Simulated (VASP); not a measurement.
```yaml
crystal:
  lattice:
    - [3.32259, 0.00000, 0.00000]
    - [-1.66129, 2.87744, 0.00000]
    - [0.00000, 0.00000, 13.74818]
  atoms:
    - { symbol: W, position: [0.66667, 0.33333, 0.75000] }
    - { symbol: W, position: [0.33333, 0.66667, 0.25000] }
    - { symbol: Se, position: [0.33333, 0.66667, 0.87100] }
    - { symbol: Se, position: [0.66667, 0.33333, 0.12900] }
    - { symbol: Se, position: [0.66667, 0.33333, 0.37100] }
    - { symbol: Se, position: [0.33333, 0.66667, 0.62900] }
```

Calculation: PBE GGA, VASP's PBE PAW potentials (set 64) (plane waves; VASP). Run with 300 eV cut-off, 6×6×2 Γ-centred mesh, Gaussian smearing of 0.010 eV, potentials W_sv Se.

At this cut-off the stress carries a Pulay error, which pulls relaxed volumes low.

**Question.** Give the force on each atom (eV/Å).

**Answer.** 
```
atom     Fx     Fy      Fz
----  -----  -----  ------
W1    0.000  0.000   0.000
W2    0.000  0.000   0.000
Se3   0.000  0.000   0.268
Se4   0.000  0.000  -0.268
Se5   0.000  0.000   0.268
Se6   0.000  0.000  -0.268
```

**Question.** Give the stress tensor in GPa (positive for a compressed cell).

**Answer.** 
```
0.74  0.00  0.00
0.00  0.74  0.00
0.00  0.00  2.59
```
The pressure is its mean diagonal, 1.36 GPa.

The structure comes from a computed database's WSe2 entry; how it stands against other phases isn't given here. The cell was not relaxed at this level.
